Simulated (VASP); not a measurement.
Method: PBE GGA, VASP's PBE PAW potentials (set 64) (plane waves; VASP).

VASP input:

**POSCAR**
```
AlN
1
   -0.0000000000     2.2005493169     2.2005493169
    2.2005493169     0.0000000000     2.2005493169
    2.2005493169     2.2005493169    -0.0000000000
Al N
1 1
Direct
  0.0000000000   0.0000000000   0.0000000000
  0.2500000000   0.2500000000   0.2500000000
```

### INCAR
```
LWAVE = .False.
NELM = 100   ! most electronic steps
LASPH = .True.   ! aspherical one-centre terms
LORBIT = 11   ! lm-projected
ALGO = Normal
ISMEAR = -5   ! tetrahedra, Bloechl
SYSTEM = AlN
GGA = PE   ! PBE
NEDOS = 601   ! DOS grid
LCHARG = .True.
ISIF = 2   ! forces and stress, cell fixed
PREC = Accurate
EDIFF = 1E-7   ! SCF stop (eV)
LREAL = .False.   ! projection in real space or not
ENCUT = 520   ! plane-wave cut-off (eV)
```

### KPOINTS
```
Automatic mesh
0
Gamma
12 12 12
0 0 0
```

POTCAR, in this order: Al N (PBE.64 set). Program: vasp_std.

Output

File OUTCAR:
```
 ion  position               nearest neighbor table
   1  0.000  0.000  0.000-   2 1.91   2 1.91   2 1.91   2 1.91
   2  0.250  0.250  0.250-   1 1.91   1 1.91   1 1.91   1 1.91
  LATTYP: Found a face centered cubic cell.
 ALAT       =     4.4010986338
 Subroutine PRICEL returns:
 Original cell was already a primitive cell.
 Subroutine GETGRP returns: Found 24 space group operations
The static configuration has the point symmetry T_d .
The dynamic configuration has the point symmetry T_d .
 Subroutine INISYM returns: Found 24 space group operations
 Subroutine IBZKPT returns following result:
 Found     72 irreducible k-points:

 Following reciprocal coordinates:
            Coordinates               Weight
  0.000000  0.000000  0.000000      1.000000
  0.083333  0.000000  0.000000      8.000000
  0.166667  0.000000  0.000000      8.000000
  0.250000  0.000000  0.000000      8.000000
  0.333333  0.000000  0.000000      8.000000
  0.416667  0.000000  0.000000      8.000000
  0.500000  0.000000  0.000000      4.000000
  0.083333  0.083333  0.000000      6.000000
  0.166667  0.083333  0.000000     24.000000
...
```

### OSZICAR
```
       N       E                     dE             d eps       ncg     rms          rms(c)
DAV:   1     0.917515276169E+01    0.91752E+01   -0.40865E+03  1232   0.830E+02
DAV:   2    -0.166770551371E+02   -0.25852E+02   -0.25667E+02  1552   0.141E+02
DAV:   3    -0.171840578905E+02   -0.50700E+00   -0.50700E+00  1384   0.247E+01
DAV:   4    -0.171856459031E+02   -0.15880E-02   -0.15880E-02  1664   0.127E+00
DAV:   5    -0.171856481274E+02   -0.22244E-05   -0.22244E-05  1416   0.407E-02    0.852E+00
DAV:   6    -0.148617526677E+02    0.23239E+01   -0.13610E+01  1256   0.236E+01    0.290E+00
DAV:   7    -0.148535687793E+02    0.81839E-02   -0.99626E-02  1192   0.334E+00    0.197E+00
DAV:   8    -0.148476487609E+02    0.59200E-02   -0.18979E-02  1272   0.191E+00    0.410E-01
DAV:   9    -0.148473306336E+02    0.31813E-03   -0.83896E-04  1640   0.232E-01    0.207E-01
DAV:  10    -0.148474408126E+02   -0.11018E-03   -0.27749E-04  1232   0.143E-01    0.343E-02
DAV:  11    -0.148474390680E+02    0.17445E-05   -0.66689E-06  1472   0.204E-02    0.153E-02
DAV:  12    -0.148474391916E+02   -0.12357E-06   -0.12198E-06  1256   0.106E-02    0.919E-04
DAV:  13    -0.148474391989E+02   -0.73334E-08   -0.14499E-08   784   0.118E-03
   1 F= -.14847439E+02 E0= -.14847439E+02  d E =0.000000E+00
```

**OUTCAR**
```
------------------------ aborting loop because EDIFF is reached ----------------------------------------
  FORCE on cell =-STRESS in cart. coord.  units (eV):
  Direction    XX          YY          ZZ          XY          YZ          ZX
  --------------------------------------------------------------------------------------
  Total        0.0005825      0.0005825      0.0005825     -0.0000000      0.0000000      0.0000000
  in kB        0.0437919      0.0437919      0.0437919     -0.0000000      0.0000000      0.0000000
  external PRESSURE =       0.0437919 kB  Pullay stress =       0.0000000 kB
  volume of cell :       21.31
      direct lattice vectors                 reciprocal lattice vectors
     0.000000000  2.200549317  2.200549317    -0.227215994  0.227215994  0.227215994
     2.200549317  0.000000000  2.200549317     0.227215994 -0.227215994  0.227215994
     2.200549317  2.200549317  0.000000000     0.227215994  0.227215994 -0.227215994
  FREE ENERGIE OF THE ION-ELECTRON SYSTEM (eV)
  ---------------------------------------------------
  free  energy   TOTEN  =       -14.8474391989 eV

  energy  without entropy=      -14.8474391989  energy(sigma->0) =      -14.84743920

 total charge

# of ion       s       p       d       tot
------------------------------------------
    1        0.367   0.434   0.000   0.802
    2        1.222   2.621   0.000   3.843
--------------------------------------------------
tot          1.589   3.055   0.000   4.645
```
(Selected blocks of OUTCAR.)

### OUTCAR
```
 val. band max:        5.7579659667   @ k =   0.0000   0.0000   0.0000

 cond. band min:       9.0639308400   @ k =   0.5000   0.5000   0.0000


 Fermi energy:         5.7804438732

 k-point     1 :       0.0000    0.0000    0.0000
  band No.  band energies     occupation
      1      -9.0924      2.00000
      2       5.7580      2.00000
      3       5.7580      2.00000
      4       5.7580      2.00000
      5       9.7548      0.00000
      6      18.0957      0.00000
      7      18.0957      0.00000
      8      18.0957      0.00000

 k-point     2 :       0.0833    0.0000    0.0000
  band No.  band energies     occupation
      1      -8.9932      2.00000
      2       5.1677      2.00000
      3       5.7218      2.00000
      4       5.7218      2.00000
      5      10.2455      0.00000
      6      17.8175      0.00000
      7      18.1948      0.00000
      8      18.1948      0.00000

 k-point     3 :       0.1667    0.0000    0.0000
  band No.  band energies     occupation
      1      -8.7059      2.00000
      2       3.9164      2.00000
      3       5.6264      2.00000
      4       5.6264      2.00000
      5      11.1831      0.00000
      6      17.1895      0.00000
      7      18.2666      0.00000
      8      18.2666      0.00000

 k-point     4 :       0.2500    0.0000    0.0000
  band No.  band energies     occupation
      1      -8.2662      2.00000
      2       2.5321      2.00000
      3       5.5037      2.00000
      4       5.5037      2.00000
      5      12.0209      0.00000
      6      16.5237      0.00000
      7      17.8991      0.00000
      8      17.8991      0.00000

 k-point     5 :       0.3333    0.0000    0.0000
  band No.  band energies     occupation
      1      -7.7503      2.00000
      2       1.2702      2.00000
      3       5.3888      2.00000
      4       5.3888      2.00000
      5      12.5712      0.00000
      6      15.9741      0.00000
      7      17.3305      0.00000
...
```

The compound is AlN in the zinc blende structure, a metastable form; wurtzite is the usual one. It was relaxed first.
